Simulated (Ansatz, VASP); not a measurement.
## GaB3 in VASP and in Ansatz

Contents of INCAR:

```
SYSTEM = GaB3
  ALGO = Fast
  EDIFF = 1E-6
  EDIFFG = -0.01
  ENCUT = 600
  GGA = PE
  IBRION = 2
  ISIF = 3
  ISMEAR = 0
  LASPH = .True.
  LCHARG = .False.
  LREAL = .False.
  LWAVE = .False.
  NELM = 100
  NSW = 100
  PREC = Accurate
  SIGMA = 0.1
```

The input KPOINTS:

```
k-points
0
Gamma
  16 16 16
  0 0 0
```

POSCAR

```
GaB3
1.0
    0.0000000000      2.6510258905      2.6510258905
    2.6510258905      0.0000000000      2.6510258905
    2.6510258905      2.6510258905      0.0000000000
Ga B
1 3
Direct
    0.0000000000      0.0000000000      0.0000000000
    0.5000000000      0.5000000000      0.5000000000
    0.2500000000      0.2500000000      0.2500000000
    0.7500000000      0.7500000000      0.7500000000
```

Input for Ansatz:

```yaml
crystal:
  lattice:
    - [0.0, 2.6510258905, 2.6510258905]
    - [2.6510258905, 0.0, 2.6510258905]
    - [2.6510258905, 2.6510258905, 0.0]
  atoms:
    - { symbol: Ga, position: [0.0, 0.0, 0.0] }
    - { symbol: B, position: [0.5, 0.5, 0.5] }
    - { symbol: B, position: [0.25, 0.25, 0.25] }
    - { symbol: B, position: [0.75, 0.75, 0.75] }
basis:
  ecutwfc: 420
kpoints:
  mp_grid: { grid: [16, 16, 16] }
hamiltonian:
  xc: pbe
scf:
  occupations: { method: gaussian, width: 0.1 }
output:
  forces: true
  stress: true
  eigenvalues: true
relax:
  adjacent_minimum: "off"
  f_tol: 0.01
  max_steps: 80
  cell: { stress_tol: 0.05 }
```

Change from the starting cell: species swapped into the ScCu3 type (Fm-3m, No. 225).

Alike in both runs: task relaxation of cell and atoms; functional PBE; k mesh 16 × 16 × 16; occupations gaussian, width 0.1 eV; no spin polarisation.

|  | VASP | Ansatz |
| --- | --- | --- |
| version | VASP 6.6.1 | Ansatz 0.2.0 |
| potentials or method | VASP PAW PBE potentials, release 64 (Ga_d, B) | scalar-relativistic, plane waves, PAW |
| plane-wave cutoff (eV) | 600 | 420 |
| valence electrons in the cell | 22 | 22 |

|  | VASP | Ansatz | Ansatz less VASP |
| --- | --- | --- | --- |
| gap on the k mesh at the Fermi level, each at its own relaxed structure (eV) | none | none | - |
| relaxed volume (Å³/atom) | 9.38 | 9.37 | -0.012 |
| relaxed cell length with the largest relative difference (Å) | 3.758 | 3.756 | -0.0017 |

A gap of «none» marks a metal or a gap that the smearing closes.
